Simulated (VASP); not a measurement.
Write the native input for VASP 6.6.1 that does the following.

| Quantity | Value |
| --- | --- |
| Task | relaxation of cell and atoms |
| Functional | PBE |
| Potentials or basis | VASP PAW PBE potentials, release 64 (Bi_d, Br, F) |
| Cutoff | 600 eV |
| k mesh | 8 × 8 × 8 |
| Occupations | gaussian, width 0.1 eV |
| Spin | no spin polarisation |
| Dipole correction | no |
| Further INCAR settings | ALGO = Fast; EDIFF = 1e-07; IBRION = 2; EDIFFG = -0.01; NSW = 100; ISIF = 3 |

The structure of BiBrF3 lies in POSCAR:

```
BiBrF3
1.0
    4.6219002642      0.0000000000      0.0000000000
    0.0000000000      4.6219002642      0.0000000000
    0.0000000000      0.0000000000      4.6219002642
Bi Br F
1 1 3
Direct
    0.0000000000      0.0000000000      0.0000000000
    0.5000000000      0.5000000000      0.5000000000
    0.5000000000      0.5000000000      0.0000000000
    0.0000000000      0.5000000000      0.5000000000
    0.5000000000      0.0000000000      0.5000000000
```

The cell was built by a generator and needn't be a form met in nature.

The cell isn't the ideal one: species swapped into the La3AlN type (Pm-3m, No. 221).

The input as run:

INCAR

```
PREC = Accurate
ENCUT = 600
EDIFF = 1E-7
ISMEAR = 0
SIGMA = 0.1
LREAL = F
LASPH = T
NELM = 100
ALGO = Fast
ISIF = 3
LWAVE = F
LCHARG = F
GGA = PE
IBRION = 2
NSW = 100
EDIFFG = -0.01
```

KPOINTS

```
Automatic mesh
0
Gamma
  8 8 8
```

Potentials or basis: VASP PAW PBE potentials, release 64 (Bi_d, Br, F).

Run with:

```sh
$ cat potpaw_PBE.64/Bi_d/POTCAR potpaw_PBE.64/Br/POTCAR potpaw_PBE.64/F/POTCAR > POTCAR
$ mpirun -np 1 vasp_std > vasp.out
```

Results of the run:

| Property | Result |
| --- | --- |
| Relaxed volume | 19.58 Å³/atom |
| Relaxed cell | a = 4.609 Å, b = 4.609 Å, c = 4.609 Å, α = 90.00°, β = 90.00°, γ = 90.00° |
| Space group after relaxing (to 0.05 Å) | Pm-3m (No. 221) |
| Energy gained by relaxing | 0.3 meV/atom |
| Ionic steps | 2 |
| Pressure after relaxing | -0.1 GPa |
| Band gap on the k mesh | none (metal or under the smearing width) |

Caveat: spin-orbit coupling is left out, which moves the levels of the heavy elements; an odd number of electrons without spin polarisation forces a metal; a magnetic or distorted state may lie lower.

It took 84 s on 1 thread of Intel(R) Xeon(R) 6975P-C (Granite Rapids), with other jobs on the host, peak memory 0.31 GiB.
